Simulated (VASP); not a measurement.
Calculation: PBEsol GGA, VASP's PBE PAW potentials (set 64) (plane waves; VASP).

A VASP calculation is set up with these files.

INCAR:
```
ALGO  =  Normal
EDIFF  =  1E-7
ENCUT  =  400
GGA  =  PS
ICHARG  =  11
ISMEAR  =  0
LASPH  =  .TRUE.
LCHARG  =  .FALSE.
LMAXMIX  =  4
LORBIT  =  11
LREAL  =  .FALSE.
LWAVE  =  .FALSE.
NELM  =  100
PREC  =  Accurate
SIGMA  =  0.05
SYSTEM  =  Ti3Al
```

### POSCAR
```
Ti3Al
1
    5.6803960396    -0.0000000268    -0.0000000000
   -2.8401975658     4.9193669913    -0.0000000000
    0.0000000000    -0.0000000000     4.5974487275
Ti Al
6 2
Direct
  0.8302986444   0.6605972889   0.2500000000
  0.1697013556   0.8302986444   0.7500000000
  0.3394027111   0.1697013556   0.2500000000
  0.1697013556   0.3394027111   0.7500000000
  0.8302986444   0.1697013556   0.2500000000
  0.6605972889   0.8302986444   0.7500000000
  0.3333330000   0.6666670000   0.2500000000
  0.6666670000   0.3333330000   0.7500000000
```

File KPOINTS:
```
k-points along high-symmetry lines
10
Line-mode
Reciprocal
  0.000000   0.000000   0.000000 ! GAMMA
  0.500000   0.000000   0.000000 ! M

  0.500000   0.000000   0.000000 ! M
  0.333333   0.333333   0.000000 ! K

  0.333333   0.333333   0.000000 ! K
  0.000000   0.000000   0.000000 ! GAMMA

  0.000000   0.000000   0.000000 ! GAMMA
  0.000000   0.000000   0.500000 ! A

  0.000000   0.000000   0.500000 ! A
  0.500000   0.000000   0.500000 ! L

  0.500000   0.000000   0.500000 ! L
  0.333333   0.333333   0.500000 ! H

  0.333333   0.333333   0.500000 ! H
  0.000000   0.000000   0.500000 ! A

  0.500000   0.000000   0.500000 ! L
  0.500000   0.000000   0.000000 ! M

  0.333333   0.333333   0.500000 ! H
  0.333333   0.333333   0.000000 ! K
```

POTCAR, in this order: Ti_sv Al (PBE.64 set). Program: vasp_std. Read from the step before: CHGCAR.

Output of the run:

### OUTCAR
```
 ion  position               nearest neighbor table
   1  0.830  0.661  0.250-   5 2.79   3 2.79   8 2.81   8 2.81   7 2.84   7 2.84   6 2.84   6 2.84
                             2 2.84   2 2.84   5 2.89   3 2.89
   2  0.170  0.830  0.750-   4 2.79   6 2.79   7 2.81   7 2.81   8 2.84   8 2.84   3 2.84   3 2.84
                             1 2.84   1 2.84   4 2.89   6 2.89
   3  0.339  0.170  0.250-   1 2.79   5 2.79   8 2.81   8 2.81   7 2.84   7 2.84   2 2.84   2 2.84
                             4 2.84   4 2.84   1 2.89   5 2.89
   4  0.170  0.339  0.750-   2 2.79   6 2.79   7 2.81   7 2.81   8 2.84   8 2.84   3 2.84   3 2.84
                             5 2.84   5 2.84   2 2.89   6 2.89
   5  0.830  0.170  0.250-   1 2.79   3 2.79   8 2.81   8 2.81   7 2.84   7 2.84   6 2.84   6 2.84
                             4 2.84   4 2.84   1 2.89   3 2.89
   6  0.661  0.830  0.750-   4 2.79   2 2.79   7 2.81   7 2.81   8 2.84   8 2.84   5 2.84   5 2.84
                             1 2.84   1 2.84   4 2.89   2 2.89
   7  0.333  0.667  0.250-   2 2.81   2 2.81   4 2.81   4 2.81   6 2.81   6 2.81   3 2.84   1 2.84
                             5 2.84   5 2.84   3 2.84   1 2.84
   8  0.667  0.333  0.750-   5 2.81   5 2.81   1 2.81   1 2.81   3 2.81   3 2.81   6 2.84   4 2.84
                             2 2.84   2 2.84   6 2.84   4 2.84
  LATTYP: Found a hexagonal cell.
 ALAT       =     5.6803960396
 C/A-ratio  =     0.8093535548
 Subroutine PRICEL returns:
 Original cell was already a primitive cell.
 Subroutine GETGRP returns: Found 24 space group operations
The static configuration has the point symmetry D_3d.
 The point group associated with its full space group is D_6h.
The dynamic configuration has the point symmetry D_3d.
 Subroutine INISYM returns: Found 24 space group operations
   k-points           NKPTS =     90   k-points in BZ     NKDIM =     90   number of bands    NBANDS=     46
   number of dos      NEDOS =    301   number of ions     NIONS =      8
   total plane-waves  NPLWV =  48000
   dimension x,y,z NGX =    40 NGY =   40 NGZ =   30
   dimension x,y,z NGXF=    80 NGYF=   80 NGZF=   60
   ions per type =               6   2
   PREC   = accura    normal or accurate (medium, high low for compatibility)
   ISTART =      0    job   : 0-new  1-cont  2-samecut
   ICHARG =     11    charge: 1-file 2-atom 10-const
   ISPIN  =      1    spin polarized calculation?
   LNONCOLLINEAR =      F non collinear calculations
   LSORBIT =      F    spin-orbit coupling
   INIWAV =      1    electr: 0-lowe 1-rand  2-diag
   ENCUT  =  400.0 eV  29.40 Ry    5.42 a.u.   9.26  9.26  7.50*2*pi/ulx,y,z
   NELM   =    100;   NELMIN=  2; NELMDL= -5     # of ELM steps
   EDIFF  = 0.1E-06   stopping-criterion for ELM
   LREAL  =      F    real-space projection
   NLSPLINE    = F    spline interpolate recip. space projectors
   LMAXMIX     =    4 max onsite mixed and CHGCAR
   VOSKOWN=      0    Vosko Wilk Nusair interpolation
   EDIFFG = 0.1E-05   stopping-criterion for IOM
   NSW    =      0    number of steps for IOM
   NBLOCK =      1;   KBLOCK =      1    inner block; outer block
   IBRION =     -1    ionic relax: 0-MD 1-quasi-New 2-CG
   NFREE  =      0    steps in history (QN), initial steepest desc. (CG)
   ISIF   =      2    stress and relaxation
   ISYM   =      2    0-nonsym 1-usesym 2-fastsym
   TEIN   =    0.0    initial temperature
   TEBEG  =    0.0;   TEEND  =   0.0 temperature during run
   SMASS  =  -3.00    Nose mass-parameter (am)
   PSTRESS=    0.0 pullay stress
   NELECT =      78.0000    total number of electrons
   EFERMI =   0.00;   METHOD = LEGACY
   ISMEAR =     0;   SIGMA  =   0.05  broadening in eV -4-tet -1-fermi 0-gaus
   IALGO  =     38    algorithm
   LDIAG  =      T    sub-space diagonalisation (order eigenvalues)
   IMIX   =      4    mixing-type and parameters
     AMIX     =   0.40;   BMIX     =  1.00
     AMIX_MAG =   1.60;   BMIX_MAG =  1.00
     AMIN     =   0.10
   GGA     = PS    functional components
   VOSKOWN =     0    Vosko Wilk Nusair interpolation
   LHFCALC =     F    Hartree Fock is set to
   LHFONE  =     F    Hartree Fock one center treatment
   AEXX    =    0.0000 exact exchange contribution
   IVDW    =     0    specifies the selected vdW correction
   LEPSILON=     F    determine dielectric tensor
   LRPA    =     F    only Hartree local field effects (RPA)
...
```

**OSZICAR**
```
       N       E                     dE             d eps       ncg     rms          rms(c)
DAV:   1     0.949630442285E+03    0.94963E+03   -0.35166E+04  8352   0.176E+03
DAV:   2     0.803818429172E+02   -0.86925E+03   -0.85499E+03  8280   0.569E+02
DAV:   3    -0.399728014594E+02   -0.12035E+03   -0.11643E+03 13194   0.178E+02
DAV:   4    -0.587877401551E+02   -0.18815E+02   -0.18325E+02 12360   0.606E+01
DAV:   5    -0.601990382901E+02   -0.14113E+01   -0.13907E+01 13072   0.147E+01
DAV:   6    -0.602408351516E+02   -0.41797E-01   -0.41366E-01 11534   0.271E+00
DAV:   7    -0.602430090266E+02   -0.21739E-02   -0.21671E-02 13066   0.522E-01
DAV:   8    -0.602431039887E+02   -0.94962E-04   -0.94686E-04 11450   0.874E-02
DAV:   9    -0.602431094376E+02   -0.54489E-05   -0.54442E-05 10212   0.184E-02
DAV:  10    -0.602431098169E+02   -0.37927E-06   -0.37913E-06  9300   0.425E-03
DAV:  11    -0.602431098471E+02   -0.30192E-07   -0.30379E-07  8016   0.133E-03
   1 F= -.60243110E+02 E0= -.60236777E+02  d E =-.126654E-01
```

**OUTCAR**
```
 val. band max:        8.4626156521   @ k =   0.1667   0.0000   0.5000

 cond. band min:       8.4726630570   @ k =   0.1667   0.0000   0.0000



 k-point     1 :       0.0000    0.0000    0.0000
  band No.  band energies     occupation
      1     -47.7846      2.00000
      2     -47.6730      2.00000
      3     -47.6714      2.00000
      4     -47.6713      2.00000
      5     -47.6187      2.00000
      6     -47.6187      2.00000
      7     -24.4267      2.00000
      8     -24.4250      2.00000
      9     -24.2813      2.00000
     10     -24.2518      2.00000
     11     -24.2517      2.00000
     12     -24.2031      2.00000
     13     -24.2030      2.00000
     14     -24.1932      2.00000
     15     -24.1931      2.00000
     16     -24.0265      2.00000
     17     -23.9420      2.00000
     18     -23.9419      2.00000
     19     -23.8726      2.00000
     20     -23.8324      2.00000
     21     -23.7647      2.00000
     22     -23.7647      2.00000
     23     -23.7638      2.00000
     24     -23.7638      2.00000
     25       0.7726      2.00000
     26       3.5482      2.00000
     27       6.0216      2.00000
     28       6.2596      2.00000
     29       6.3407      2.00000
     30       6.3408      2.00000
     31       6.5114      2.00000
     32       6.5116      2.00000
     33       6.6249      2.00000
     34       7.2287      2.00000
     35       7.2288      2.00000
     36       7.5416      2.00000
     37       7.5417      2.00000
     38       8.0025      2.00000
     39       8.2756      2.00000
     40       8.5758      0.00200
     41       9.2736      0.00000
     42       9.2736      0.00000
     43       9.2836      0.00000
     44       9.4992      0.00000
     45       9.4993      0.00000
     46      10.6129      0.00000

 k-point     2 :       0.0556    0.0000    0.0000
  band No.  band energies     occupation
      1     -47.7839      2.00000
      2     -47.6732      2.00000
      3     -47.6718      2.00000
...
```

The density is held fixed in this step, so its total energy and stress have no physical meaning.

The structure was generated: Ti3Al was put into the D019 type (P6_3/mmc), which need not be its known phase. It was relaxed first, which changed the volume by -12 %.
